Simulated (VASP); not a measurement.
# Si2Mo: input slips in a relaxation and what they do, part 2 of 2

Aim: see how common mistakes in a VASP relaxation show up, on Si2Mo. The starting structure is a measured crystal structure from the Crystallography Open Database. The first relaxation on each setting starts from this cell expanded by 3 % in volume.

VASP 6.6.1.

Results so far: reference 13.28 Å³ an atom; a k mesh far too coarse 13.42 Å³ an atom; the cell held fixed (ISIF = 2) 13.82 Å³ an atom.

The database entry behind the starting cell is an old determination (1927), so it need not match the best structure at ambient conditions.

## 5. Relaxation with only the volume free (ISIF = 7)

Level of this step: PBEsol; plane waves and PAW (Mo_sv, Si) (VASP).

A slip made on purpose: only the volume free (ISIF = 7). Against step 2 the input has ISIF = 7 (also changed: NELM).

The input, INCAR:

```
SYSTEM = Si2Mo
PREC = Accurate
ENCUT = 450
EDIFF = 1E-06
NELM = 60
ISMEAR = 0
SIGMA = 0.05
LREAL = .FALSE.
ALGO = Normal
GGA = PS
NBANDS = 17
LASPH = .TRUE.
LORBIT = 11
LWAVE = .FALSE.
LCHARG = .FALSE.
KPAR = 8
IBRION = 2
NSW = 50
ISIF = 7
EDIFFG = -0.006
```

The input, POSCAR:

```
Si2Mo
1.0
   -3.2316852290      0.0000000000      0.0000000000
    0.0000000000      3.2316852290      0.0000000000
    1.6158426145     -1.6158426145     -3.9694183726
Mo Si
1 2
Direct
    0.0000000000      0.0000000000      0.0000000000
    0.3330000000      0.3330000000      0.6660000000
    0.6670000000      0.6670000000      0.3340000000
```

The input, KPOINTS:

```
Automatic mesh
0
Gamma
12 12 12
0 0 0
```

The projector-augmented-wave data sets are Mo_sv and Si (PBE family, release 64).

Launch:

```sh
$ mpirun -np 8 vasp_std
```

Output:

```text
[... set-up lines as in an earlier step ...]
 entering main loop
       N       E                     dE             d eps       ncg     rms          rms(c)
[... 13 cycles as in an earlier step ...]
   1 F= -.25030298E+02 E0= -.25030119E+02  d E =-.250303E+02
[... from here on, the cycles between the ionic steps are left out ...]
   2 F= -.24952542E+02 E0= -.24952372E+02  d E =0.777558E-01
   5 F= -.25074637E+02 E0= -.25074462E+02  d E =0.141868E-06
   9 F= -.25074638E+02 E0= -.25074463E+02  d E =-.431509E-06
  13 F= -.25074638E+02 E0= -.25074463E+02  d E =-.292184E-07
  17 F= -.25074638E+02 E0= -.25074463E+02  d E =0.125547E-07
  21 F= -.25074638E+02 E0= -.25074463E+02  d E =-.182126E-08
  25 F= -.25074638E+02 E0= -.25074463E+02  d E =-.160662E-08
  29 F= -.25074638E+02 E0= -.25074463E+02  d E =0.242835E-09
  33 F= -.25074638E+02 E0= -.25074463E+02  d E =-.400178E-09
  37 F= -.25074638E+02 E0= -.25074463E+02  d E =-.538876E-09
  41 F= -.25074638E+02 E0= -.25074463E+02  d E =0.802174E-09
  45 F= -.25074638E+02 E0= -.25074463E+02  d E =-.873115E-10
  49 F= -.25074638E+02 E0= -.25074463E+02  d E =-.358341E-09
  50 F= -.25074638E+02 E0= -.25074463E+02  d E =-.830823E-09
[...]
opt :   0.3883  next Energy=   -25.074638 (dE=-0.358E-09)
```

Wall time 2.5 min (8 MPI ranks of AMD EPYC 7R43, shared host); peak memory 1.8 GiB.

OUTCAR, selected parts (step 5):

```text
  Total        0.0757717      0.0757717     -0.1515435      0.0000000     -0.0000000     -0.0000000
  in kB        3.0497050      3.0497050     -6.0994130      0.0000000     -0.0000000     -0.0000000
  external PRESSURE =      -0.0000010 kB  Pullay stress =       0.0000000 kB

 POSITION                                       TOTAL-FORCE (eV/Angst)
 -----------------------------------------------------------------------------------
      0.00000      0.00000      0.00000         0.000000      0.000000      0.000000
      0.00000      0.00000     -2.60811         0.000000     -0.000000     -0.304295
     -1.59413      1.59413     -1.30797        -0.000000      0.000000      0.304295
 -----------------------------------------------------------------------------------
    total drift:                                0.000000     -0.000000     -0.000000

  FREE ENERGIE OF THE ION-ELECTRON SYSTEM (eV)
  ---------------------------------------------------
  free  energy   TOTEN  =       -25.0746376973 eV

  energy  without entropy=      -25.0742879430  energy(sigma->0) =      -25.07446282

[... 1 part as in an earlier step ...]

[... 2 further parts left out ...]
[key lines of the parts left out:]
E-fermi :  12.3840
```

Logs of long relaxations may skip ionic steps without a mark.

With only the volume free, forces and the rest of the stress can never meet EDIFFG, so the run used up its 50 ionic steps.

## 6. Relaxation with too few ionic steps

A slip made on purpose: too few ionic steps. Against step 2 the input has NSW = 2 (also changed: NELM).

Changes to INCAR since step 5:

```diff
@@ -17,4 +17,4 @@
 IBRION = 2
-NSW = 50
-ISIF = 7
+NSW = 2
+ISIF = 3
 EDIFFG = -0.006
```

POSCAR is that of step 5.

KPOINTS is that of step 5.

Launch:

```sh
$ mpirun -np 8 vasp_std
```

Output:

```text
[... set-up lines as in an earlier step ...]
 entering main loop
       N       E                     dE             d eps       ncg     rms          rms(c)
[... 13 cycles as in an earlier step ...]
   1 F= -.25030298E+02 E0= -.25030119E+02  d E =-.250303E+02
[...]
N       E                     dE             d eps       ncg     rms          rms(c)
DAV:   1    -0.275206662558E+02   -0.24904E+01   -0.58345E+01  5828   0.774E+01    0.239E+01
DAV:   2    -0.251825393122E+02    0.23381E+01   -0.13336E+01  5684   0.294E+01    0.461E+00
DAV:   3    -0.249897880728E+02    0.19275E+00   -0.69447E-01  5731   0.497E+00    0.191E+00
DAV:   4    -0.249476962269E+02    0.42092E-01   -0.13492E-01  5936   0.345E+00    0.184E+00
DAV:   5    -0.249473847141E+02    0.31151E-03   -0.10364E-02  6428   0.687E-01    0.675E-01
DAV:   6    -0.249477844426E+02   -0.39973E-03   -0.11661E-03  6239   0.292E-01    0.811E-02
DAV:   7    -0.249477639971E+02    0.20446E-04   -0.80472E-05  6467   0.563E-02    0.221E-02
DAV:   8    -0.249477646664E+02   -0.66938E-06   -0.39618E-06  6158   0.122E-02
   2 F= -.24947765E+02 E0= -.24947441E+02  d E =0.825332E-01
 trial-energy change:    0.082533  1 .order    0.095750   -0.237335    0.428835
 step:   0.3844(harm=  0.3563)  dis= 0.00675  next Energy=   -25.076669 (dE=-0.464E-01)
```

Elapsed: 22 s, on 8 MPI ranks; peak memory 1.5 GiB.

OUTCAR, selected parts (step 6):

```text
  Total        3.5882749      3.5882749      4.8487558      0.0000000     -0.0000000     -0.0000000
  in kB      154.0759711    154.0759711    208.1994215      0.0000000     -0.0000000     -0.0000000
  external PRESSURE =     172.1171212 kB  Pullay stress =       0.0000000 kB

 POSITION                                       TOTAL-FORCE (eV/Angst)
 -----------------------------------------------------------------------------------
      0.00000      0.00000      0.00000         0.000000      0.000000     -0.000000
      0.00000      0.00000     -2.55484         0.000000      0.000000      0.208485
     -1.56456      1.56456     -1.25596         0.000000      0.000000     -0.208485
 -----------------------------------------------------------------------------------
    total drift:                               -0.000000     -0.000000      0.000000

  FREE ENERGIE OF THE ION-ELECTRON SYSTEM (eV)
  ---------------------------------------------------
  free  energy   TOTEN  =       -24.9477646664 eV

  energy  without entropy=      -24.9471180647  energy(sigma->0) =      -24.94744137

[... 1 part as in an earlier step ...]

[... 2 further parts left out ...]
[key lines of the parts left out:]
E-fermi :  13.2883
```

The relaxation used up its 2 ionic steps (NSW) before forces and stress met EDIFFG.

## 7. All runs side by side

| run | ended | volume (Å³/atom) | change (%) | pressure left (GPa) | core minutes |
| --- | --- | --- | --- | --- | --- |
| reference | converged | 13.284 | - | 0.0 | 10.9 |
| a k mesh far too coarse | converged | 13.419 | 1.01 | 0.02 | 1.07 |
| the cell held fixed (ISIF = 2) | converged | 13.819 | 4.03 | -7.96 | 2.93 |
| only the volume free (ISIF = 7) | not converged | - | - | - | 20.3 |
| too few ionic steps | not converged | - | - | - | 2.93 |

Core minutes are wall time times ranks, summed over the relaxations behind a row (those for a bulk modulus apart), on shared hosts.

## 8. Summary of results

| Item | Value |
| --- | --- |
| volume of the reference | 13.28 Å³/atom |
| volume against the reference, a k mesh far too coarse | +1.01 % |
| volume against the reference, the cell held fixed (ISIF = 2) | +4.03 % |
| run with only the volume free (ISIF = 7) | not converged |
| run with too few ionic steps | not converged |

In words: The runs with only the volume free (ISIF = 7) and too few ionic steps didn't converge. Finished, but with signs in the output that stand out against the reference: the cell held fixed (ISIF = 2), with the volume kept at the input's, +4.0 % from the reference (signs: a stress of up to 9.0 GPa). Finished, and of the signs looked for here (warnings, stress, forces, entropy, moments, translations away from zero, imaginary modes) none stands out against the reference by the marks set here, though the cell is off: a k mesh far too coarse, with the volume changed by +1.0 %, a by +1.2 % and c by -1.3 %. The reference was restarted once and the runs with a slip weren't, so their cells may not have settled fully. Further runs on this material are not shown.

[Lines on the potential files, build, host, timing and source positions are cut from VASP's logs without a mark.]

[Logs are printed without paths, hosts, clocks, repeated set-up lines and the standing remarks that a program may print on its own settings, such as how far it seeks lower states.]

[Hosts, paths, dates, database ids (printed as entryN), source tags and the programs' standing remarks are cut or masked in the printed files.]
